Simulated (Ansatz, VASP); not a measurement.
# GeBMo3 (Mo3GeB antiperovskite): VASP beside Ansatz, part 3 of 3

One calculation is typed for both programs; each brings its own data sets. How far apart do they land? The cell is generated by rule, not measured, and may not be a known phase. The cell is taken from a series of runs on this material, whose earlier steps may have relaxed, scaled, displaced or heated it; both programs get it as it stands.

VASP 6.6.1 and Ansatz 0.2.0.

So far: Starting point; VASP: zone-centre phonons, PBE.

The structure was built from a prototype and need not be the compound's stable phase.

### Step 3. Ansatz: zone-centre phonons, PBE

Level of this step: Ansatz beside VASP: Kohn-Sham DFT, plane waves, PBE (Ansatz).

Ansatz runs on its PAW soft_1 files.

The same cell, functional, mesh and smearing now go to Ansatz, which takes its cutoff from its data sets.

File input.yaml:

```yaml
crystal:
  lattice:
    - [4.1842482805, 0.0, 0.0]
    - [0.0, 4.1842482805, 0.0]
    - [0.0, 0.0, 4.1842482805]
  atoms:
    - { symbol: Ge, position: [0.0, 0.0, 0.0] }
    - { symbol: Mo, position: [0.5, 0.5, 0.0] }
    - { symbol: Mo, position: [0.5, 0.0, 0.5] }
    - { symbol: Mo, position: [0.0, 0.5, 0.5] }
    - { symbol: B, position: [0.5, 0.5, 0.5] }
kpoints:
  mp_grid: { grid: [4, 4, 4] }
hamiltonian:
  xc: pbe
  pseudopotentials: { kind: paw, azcp: { folder: soft_1 } }
scf:
  occupations: { method: methfessel_paxton, width: 0.2 }
output:
  eigenvalues: true
phonons:
  method: dfpt
  qmesh: [2, 2, 2]
  temperatures: { t_max: 1000, t_step: 50 }
  qpath:
    path:
      - [[0.0, 0.0, 0.0], [0.0, 0.5, 0.0], [0.5, 0.5, 0.0], [0.0, 0.0, 0.0], [0.5, 0.5, 0.5], [0.0, 0.5, 0.0]]
      - [[0.5, 0.5, 0.5], [0.5, 0.5, 0.0]]
    npoints: 10
```

On the command line:

```
$ ansatz run input.yaml --threads 4 --pin off --max-ram 20480MiB --backend cpu --events-out ev --progress --plain --runs-dir out
```

Numbers of over 12 decimals in the logs are rounded to 6 here.

Output:

```text
Engine: ansatz 0.2.0, aarch64-unknown-linux-gnu
Pseudopotentials: kind: paw
Pseudopotential: Ge, paw, valence charge 14, recommended cutoff 420 eV (normal), soft_1/Ge.paw.azcp
Pseudopotential: Mo, paw, valence charge 14, recommended cutoff 420 eV (normal), soft_1/Mo.paw.azcp
Pseudopotential: B, paw, valence charge 3, recommended cutoff 420 eV (normal), soft_1/B.paw.azcp
Functional definition: PBE
  parameter kappa = 0.804
  parameter beta = 0.066725
  exchange = pbe_x(kappa = kappa, mu = beta*pi^2/3)
  correlation = pbe_c(beta = beta)
Crystal: 5 atoms, lattice volume = 73.258 Å³
Basis set: ecut = 420 eV, 1365 PW (Γ), exchange–correlation on 60×60×60 points (8 copies of the dense FFT grid, shifted against one another)
Bands: 36, of which v1, the nominal top of the filled ones, is band 30 counted from 1 (29 counted from 0)
Symmetry: 48 space group operations
k-points: 10 of 64
Non-local potential: Ge, projectors of the file, l = 0: 2, l = 1: 2, l = 2: 3, l = 3: 1
Non-local potential: Mo, projectors of the file, l = 0: 3, l = 1: 2, l = 2: 2, l = 3: 1
Non-local potential: B, projectors of the file, l = 0: 2, l = 1: 2, l = 2: 1
PAW form: soft (Blöchl's): semilocal exchange-correlation on the pseudo side does not see the compensation charge
PAW one-centre angular grid: Ge, 590 points (default); XC on 64 Gauss nodes
PAW one-centre angular grid: Mo, 590 points (default); XC on 64 Gauss nodes
PAW one-centre angular grid: B, 110 points (default); XC on 64 Gauss nodes
Initial density: superposition of atomic densities (chi_scale 0.1, normalization cell, long waves kept (reshape's long-wave potential 0.00 eV rms))
Initial wavefunctions: pseudopotential atomic-orbital guess
Functional: x = pbe(κ = 0.804, μ = 0.219515), c = pbe(β = 0.066725)
SCF iter   1: F=—  HF=-19324.679128 eV  |F-HF|=—  |Δ(HF+E_count)|=         —  Δρ=1.46e-1  dr2=2.57e1  ethr=3.10e-3  ⟨swp⟩=5.2  Hψ=1252  notcnv=0
preconditioner: auto → Kerker (q_TF=auto, 2.632 Å⁻¹)  [metal: Δε(μ)=0.156 eV  Ē_g=12.185 eV  σ=0.200 eV  W_gap=0.50  n_scr=26 (ndim 8)  ℏωp=25.7 eV  f_vac=0.000  D(μ)=4.74/eV (n_scr^D=56)]
SCF iter   2: F=—  HF=-19319.485936 eV  |F-HF|=—  |Δ(HF+E_count)|=    5.19e0  S|Δr|=    0.00e0  Δρ=7.44e-2  dr2=6.54e0  ethr=3.10e-3  ⟨swp⟩=2.2  Hψ=740  notcnv=0  defer=10
preconditioner: auto → Resta (q_TF=auto, 2.632 Å⁻¹)  ε∞=5.8  [insulator: Δε(μ)=0.189 eV  Ē_g=11.673 eV  σ=0.200 eV  W_gap=0.59  n_scr=26 (ndim 8)  ℏωp=25.7 eV  f_vac=0.000  D(μ)=3.06/eV (n_scr^D=26)  ε∞_Penn≈5.8]
SCF iter   3: F=—  HF=-19317.784396 eV  |F-HF|=—  |Δ(HF+E_count)|=    1.70e0  S|Δr|=    0.00e0  Δρ=8.76e-3  dr2=2.96e-2  ethr=3.10e-3  ⟨swp⟩=2.4  Hψ=728  notcnv=0  defer=7
SCF iter   4: F=—  HF=-19317.785693 eV  |F-HF|=—  |Δ(HF+E_count)|=   1.30e-3  S|Δr|=    0.00e0  Δρ=2.34e-3  dr2=3.48e-3  ethr=5.02e-5  ⟨swp⟩=2.5  Hψ=697  notcnv=0  defer=2
SCF iter   5: F=—  HF=-19317.782793 eV  |F-HF|=—  |Δ(HF+E_count)|=   2.90e-3  S|Δr|=    0.00e0  Δρ=7.77e-4  dr2=2.81e-4  ethr=5.90e-6  ⟨swp⟩=2.0  Hψ=518  notcnv=0  defer=2
SCF iter   6: F=—  HF=-19317.782672 eV  |F-HF|=—  |Δ(HF+E_count)|=   1.21e-4  S|Δr|=    0.00e0  Δρ=2.84e-4  dr2=4.16e-5  ethr=4.77e-7  ⟨swp⟩=2.7  Hψ=499  notcnv=0  defer=2
SCF iter   7: F=—  HF=-19317.782671 eV  |F-HF|=—  |Δ(HF+E_count)|=   1.41e-6  S|Δr|=    0.00e0  Δρ=4.91e-5  dr2=1.54e-6  ethr=7.05e-8  ⟨swp⟩=2.2  Hψ=477  notcnv=0  defer=2
SCF iter   8: F=—  HF=-19317.782677 eV  |F-HF|=—  |Δ(HF+E_count)|=   5.95e-6  S|Δr|=    0.00e0  Δρ=8.42e-6  dr2=4.93e-8  ethr=2.61e-9  ⟨swp⟩=2.4  Hψ=549  notcnv=0  defer=2
SCF iter   9: F=—  HF=-19317.782677 eV  |F-HF|=—  |Δ(HF+E_count)|=   6.77e-9  S|Δr|=    0.00e0  Δρ=1.19e-6  dr2=7.81e-10  ethr=8.35e-11  ⟨swp⟩=2.9  Hψ=666  notcnv=0  defer=2
SCF iter  10: F=-19317.782677 eV  HF=-19317.782677 eV  |F-HF|=0.00e0  |Δ(HF+E_count)|=  1.60e-10  S|Δr|=    0.00e0  Δρ=1.39e-7  dr2=8.24e-12  ethr=1.00e-12  ⟨swp⟩=4.9  Hψ=1810  notcnv=0
SCF 1 converged in 10 iterations: F = -19317.782677 eV  dr2 = 8.24e-12
  greatest PAW one-centre occupation: 0.999 electrons in one spin orbital (limit 2), on the Mo atom at site 3 (counted from 0), in its partial waves of l = 0
phonons: the bands overlap, so this run is a metal and interpolates without the dipole-dipole term. If the crystal is really an insulator or semiconductor, its LO-TO splitting is missing
NSCF: frozen V_eff on 10 k-points
NSCF: frozen V_eff on 27 k-points
DFPT response loops at q = (0, 0, 0) (fractional): preconditioner auto → Kerker (q_TF=auto, 2.632 Å⁻¹) (partly filled bands, converged f_vac=0.000); β = 1.00, the filter's whole step (`scf.mixing.beta` (0.50) is not read by the response loops under this deck's `scf.mixing.preconditioner`; to damp them name `kerker` or `kerker_dos`, under which they read `scf.mixing.beta`, and type it under 1.00, their step now; both keys bind the ground state too); Broyden in place of MSR1
NSCF: frozen V_eff on 54 k-points
DFPT response loops at q = (0, 0, -0.5) (fractional): mixed as the last ones told, above
NSCF: frozen V_eff on 54 k-points
DFPT response loops at q = (0, -0.5, -0.5) (fractional): mixed as the last ones told, above
NSCF: frozen V_eff on 54 k-points
DFPT response loops at q = (-0.5, -0.5, -0.5) (fractional): mixed as the last ones told, above
SCF converged after 10 iterations
Stability not checked: this state was not tested for a lower state beside it, because cold or Methfessel-Paxton smearing, or corrected tetrahedra, fill the levels in a way that the test cannot read (fill_not_monotonic; see scf.lower_state_search)
Free energy (F): -19317.782677 eV
Harris-Foulkes:  -19317.782677 eV  (|F-HF|=0.00e0)
Internal energy: -19317.789604 eV  (E = F + TS)
E sigma→0 (E₀):  -19317.784409 eV
Entropy (-TS):   0.006928 eV (1.386 meV/atom)
Fermi energy:    17.206872 eV
--- Per-component energies (eV) ---
  E_band       = -322.334978
  E_kinetic    = 1409.488288
  E_local      = -4440.288761  (includes V_loc(G=0)·N_el)
  E_nonlocal   = 675.713135
  E_hartree    = 1786.161924
  E_xc         = -631.837923
  E_vxc        = -761.272342  (∫ρ·V_xc dr)
  E_paw        = -11730.479324  (= ΣΔE_a)
  E_vpaw       = -778.299280  (= ΣTr[D̂ρ^β])
  E_aug_tail   = 0.000184  (compensation charges beyond the density's cutoff)
  E_ewald      = -6386.547128
  E_smearing   = 0.006928  (= −TS)
  E_closure    = -0.000000  (closes the sum)
  Σ components = -19317.782677   (vs F -19317.782677, Δ=0.00e0)
--- Band table (eV; the first three rows and the last of 10) ---
  k-point 0: bands = [... 26 lower, 15.7510, 17.4156, 17.4156, 17.4156, 18.3753, 18.3753, 18.9879, 18.9879, ... 2 higher]
  k-point 1: bands = [... 26 lower, 14.9959, 16.1332, 17.0107, 17.6062, 17.6062, 18.3837, 19.2561, 19.4455, ... 2 higher]
  k-point 2: bands = [... 26 lower, 15.4148, 16.3921, 16.5717, 17.3241, 17.3241, 17.8865, 18.5931, 18.9431, ... 2 higher]
  k-point 9: bands = [... 26 lower, 15.9714, 15.9714, 16.1183, 16.1183, 16.1183, 18.1280, 18.1280, 18.3645, ... 2 higher]
--- Phonons (Γ-DFPT): 4 representative perturbations + reference (Σ response iterations 13) ---
  ASR residual: 4.628e-5 → 0.000e0 eV/Å²; symmetrization residual: 2.355e-6 eV/Å²
  ASR residual per site (eV/Å²): 2.77e-5 3.64e-5 3.64e-5 3.64e-5 4.63e-5
  Γ frequencies (cm⁻¹): -63.26 -63.26 -63.26 0.00 0.00 0.00 100.72 100.72 100.72 122.24 122.24 122.24 742.14 742.14 742.14
--- Phonons (arbitrary-q DFPT): 4 irreducible q on the 2×2×2 mesh ---
  q = [0.0000, 0.0000, 0.0000] (star 1, of the zone-centre solve; hermiticity 2.00e-7, symmetrization 2.61e-13): -63.26 -63.26 -63.26 -0.00 -0.00 0.00 100.72 100.72 100.72 122.24 122.24 122.24 742.14 742.14 742.14
  q = [0.0000, 0.0000, -0.5000] (star 3, 9 solved perturbations in 216 linear systems a pass and spin channel, the states on 27 of 64 k-point pairs; hermiticity 2.20e-7, symmetrization 1.28e-12): -42.41 -42.41 -39.52 -39.52 82.31 107.53 107.53 115.12 115.12 123.13 142.73 250.74 644.12 735.89 735.89
  q = [0.0000, -0.5000, -0.5000] (star 3, 9 solved perturbations in 216 linear systems a pass and spin channel, the states on 27 of 64 k-point pairs; hermiticity 2.79e-7, symmetrization 9.97e-14): -77.08 38.86 90.07 90.07 109.38 109.38 111.65 121.27 121.40 121.40 212.81 232.73 669.68 669.68 701.90
  q = [-0.5000, -0.5000, -0.5000] (star 1, 4 solved perturbations in 81 linear systems a pass and spin channel, the states on 27 of 64 k-point pairs; hermiticity 3.56e-7, symmetrization 3.58e-12): -106.74 -106.74 -106.74 110.79 110.79 110.79 123.99 123.99 123.99 152.01 152.01 264.60 686.02 686.02 686.02
  sum rule: each row above includes the acoustic sum rule's correction from the zone centre's row sums; it moved no ω² by more than (1.08 cm⁻¹)²
  mesh force constants: q→R imaginary residual 1.55e-18; ASR residual 4.628e-5 → 0.000e0 eV/Å²; symmetrization residual 1.421e-14 eV/Å²
  interpolated dispersion: 62 rows × 15 modes
  density of states and harmonic sums: on the 16×16×16 q-mesh, interpolated from the force constants of a 2×2×2 supercell (no non-analytic term)
  largest difference from the sums on the solved wave vectors: F 3.23e-1 eV, S 4.26e-4 and C_V 1.06e-4 eV/K
  zero-point energy: 0.202640 eV/cell   skipped modes (ω ≤ 0): 338, of them read as no rigid motion or as one in doubt: 335 (1.802e0 modes/cell left out, lowest -106.74 cm⁻¹)   left out of the sums: 1.20e-1 of the cell's modes: C_V's classical limit lies that fraction below 3 k_B per atom; for a crystal, a wire or a layer, F and S can be off by more, and a phonons.interpolated_qmesh denser along its periods is the remedy for the sampling
```

In the SCF lines HF is the Harris–Foulkes energy and dr2 the Hartree energy of the density residual, in eV; the loop may stop once dr2 is under the threshold and the program's other checks hold. Hψ counts applications of the Hamiltonian.

### Step 4. Side by side

Known differences besides the potentials themselves: VASP's run holds the zone centre alone; the cutoff is 420 eV in Ansatz and 500 eV in VASP. Total energies have different zeros and are not compared.

Compared:

```
                                                   quantity  Ansatz   VASP  difference
optical mode 1 to 3 (imaginary, printed as negative) (cm⁻¹)   -63.3  -62.8        -0.4
                                 optical mode 4 to 6 (cm⁻¹)   100.7  100.2     +0.50 %
                                 optical mode 7 to 9 (cm⁻¹)   122.2  124.5     -1.78 %
                               optical mode 10 to 12 (cm⁻¹)   742.1  744.5     -0.32 %
```

Modes are paired by rising frequency, not by their patterns, so a pair may set unlike modes beside each other; they are those without the splitting of longitudinal modes.

### Step 5. Results

- r.m.s. difference of the optical zone-centre modes, each program's sorted by frequency (zone-centre phonons, PBE): 1.7 cm⁻¹
- difference in optical mode 7 to 9 (zone-centre phonons, PBE): -1.8 %

The r.m.s. difference of the optical zone-centre modes, each program's sorted by frequency is 1.7 cm⁻¹ (zone-centre phonons, PBE). Among the rows given in per cent, the largest difference of the zone-centre phonons, PBE pair is in optical mode 7 to 9, -1.8 %. How closely two codes agree says nothing of how well the functional describes the real material.

[Lines on the potential files, build, host, timing and source positions are cut from VASP's logs without a mark.]

[Logs are printed without paths, hosts, clocks, repeated set-up lines and the standing remarks that a program may print on its own settings, such as how far it seeks lower states.]

[Hosts, paths, dates, database ids (printed as entryN), source tags and the programs' standing remarks are cut or masked in the printed files.]
